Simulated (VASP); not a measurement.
A cell of Ir (fcc) near equilibrium:

```xyz
1
Lattice="0.0000 1.9361 1.9361 1.9361 0.0000 1.9361 1.9361 1.9361 0.0000" Properties=species:S:1:pos:R:3 pbc="T T T"
Ir     0.0000     0.0000     0.0000
```

Computed with PBE GGA, VASP's PBE PAW potentials (set 64) (plane waves; VASP).

```
run               ΔE (meV/atom)    σxx    σyy    σzz  largest shear component, with its sign (GPa)  largest force (eV/Å)
----------------  -------------  -----  -----  -----  --------------------------------------------  --------------------
as it is                    0.0   0.25   0.25   0.25                                          0.00                 0.000
after one change          148.7  40.68  40.68  40.68                                          0.00                 0.000
```
Stress is in GPa, positive when the cell is compressed.

### Question
Which change was made?
A) isotropic strain of -3.0 %
B) biaxial strain of +3.0 % in the yz plane
C) biaxial strain of -4.0 % in the xy plane
D) biaxial strain of +3.0 % in the xy plane

### Answer
A, isotropic strain of -3.0 %

The compound is Ir in the fcc structure.
